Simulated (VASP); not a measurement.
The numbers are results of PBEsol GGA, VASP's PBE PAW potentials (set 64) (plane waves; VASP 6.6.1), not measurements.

The input files of a VASP run:

INCAR:
```
# general
SYSTEM =Ni2Ge
PREC   =Accurate
ENCUT  =300
LREAL  =.FALSE.
LASPH  =.TRUE.

# electronic loop
EDIFF  =1E-6   # SCF stop (eV)
NELM   =100
ALGO   =Normal   # blocked Davidson
LMAXMIX=4   # l cut-off of mixed one-centre charges

# smearing
ISMEAR =0
SIGMA  =0.272

# functional
GGA    =PS   # PBEsol

# ions
ISIF   =2   # forces and stress, cell fixed

# output
LWAVE  =.FALSE.
LCHARG =.FALSE.
```

File KPOINTS:
```
Automatic mesh
0
Gamma
9 9 6
0 0 0
```

**POSCAR**
```
Ni2Ge
1
    3.9798100000     0.0000000000     0.0000000000
   -1.9899050000     3.4466170000     0.0000000000
    0.0000000000     0.0000000000     5.0238800000
Ni Ge
4 2
Direct
  0.6666670000   0.3333330000   0.2500000000
  0.3333330000   0.6666670000   0.7500000000
  0.0000000000   0.0000000000   0.0000000000
  0.0000000000   0.0000000000   0.5000000000
  0.6666670000   0.3333330000   0.7500000000
  0.3333330000   0.6666670000   0.2500000000
```

POTCAR, in this order: Ni Ge_d (PBE.64 set). Program: vasp_std.

What VASP printed:

OSZICAR:
```
       N       E                     dE             d eps       ncg     rms          rms(c)
DAV:   1     0.491559568554E+03    0.49156E+03   -0.21006E+04  4440   0.294E+03
DAV:   2     0.369693199170E+02   -0.45459E+03   -0.44021E+03  3840   0.652E+02
DAV:   3    -0.380638819610E+02   -0.75033E+02   -0.73586E+02  4016   0.192E+02
DAV:   4    -0.409184823572E+02   -0.28546E+01   -0.28443E+01  4400   0.449E+01
DAV:   5    -0.409785032297E+02   -0.60021E-01   -0.60015E-01  4488   0.601E+00    0.210E+01
DAV:   6    -0.416318402002E+02   -0.65334E+00   -0.69116E+01  4592   0.876E+01    0.206E+01
DAV:   7    -0.368361001986E+02    0.47957E+01   -0.19824E+01  4248   0.764E+01    0.962E+00
DAV:   8    -0.369498703019E+02   -0.11377E+00   -0.70193E+00  4408   0.476E+01    0.723E+00
DAV:   9    -0.366034665033E+02    0.34640E+00   -0.14256E+00  4760   0.247E+01    0.203E+00
DAV:  10    -0.365678902500E+02    0.35576E-01   -0.30976E-01  4000   0.580E+00    0.587E-01
DAV:  11    -0.365660190209E+02    0.18712E-02   -0.27651E-02  4520   0.168E+00    0.248E-01
DAV:  12    -0.365660532768E+02   -0.34256E-04   -0.20560E-03  4488   0.724E-01    0.122E-01
DAV:  13    -0.365659630281E+02    0.90249E-04   -0.56800E-04  4352   0.441E-01    0.305E-02
DAV:  14    -0.365659655582E+02   -0.25301E-05   -0.80141E-05  4144   0.943E-02    0.170E-02
DAV:  15    -0.365659634397E+02    0.21185E-05   -0.13300E-05  4312   0.426E-02    0.611E-03
DAV:  16    -0.365659631761E+02    0.26355E-06   -0.25356E-06  2728   0.170E-02
   1 F= -.36565963E+02 E0= -.36503027E+02  d E =-.125872E+00
```

**OUTCAR**
```
------------------------ aborting loop because EDIFF is reached ----------------------------------------
  FORCE on cell =-STRESS in cart. coord.  units (eV):
  Direction    XX          YY          ZZ          XY          YZ          ZX
  --------------------------------------------------------------------------------------
  Total       -0.7877598     -0.7877600     -0.7319721      0.0000000      0.0000000      0.0000000
  in kB      -18.3151200    -18.3151247    -17.0180763      0.0000000      0.0000000      0.0000000
  external PRESSURE =     -17.8827737 kB  Pullay stress =       0.0000000 kB
  volume of cell :       68.91
      direct lattice vectors                 reciprocal lattice vectors
     3.979810000  0.000000000  0.000000000     0.251268277  0.145069789  0.000000000
    -1.989905000  3.446617000  0.000000000     0.000000000  0.290139577  0.000000000
     0.000000000  0.000000000  5.023880000     0.000000000  0.000000000  0.199049340
 POSITION                                       TOTAL-FORCE (eV/Angst)
 -----------------------------------------------------------------------------------
      1.98991      1.14887      1.25597        -0.000000      0.000000      0.000000
     -0.00000      2.29775      3.76791         0.000000     -0.000000      0.000000
      0.00000      0.00000      0.00000        -0.000000      0.000000      0.000000
      0.00000      0.00000      2.51194        -0.000000      0.000000      0.000000
      1.98991      1.14887      3.76791         0.000000      0.000000      0.000000
     -0.00000      2.29775      1.25597        -0.000000      0.000000      0.000000
 -----------------------------------------------------------------------------------
    total drift:                               -0.000041      0.000023      0.000029
  FREE ENERGIE OF THE ION-ELECTRON SYSTEM (eV)
  ---------------------------------------------------
  free  energy   TOTEN  =       -36.5659631761 eV

  energy  without entropy=      -36.4400913840  energy(sigma->0) =      -36.50302728
```
(Selected blocks of OUTCAR.)

At this cut-off the stress carries a Pulay error, which pulls relaxed volumes low.

The structure comes from a computed database's Ni2Ge entry; how it stands against other phases isn't given here. The cell was not relaxed at this level. The run is not spin-polarised, so no magnetic state was tried.
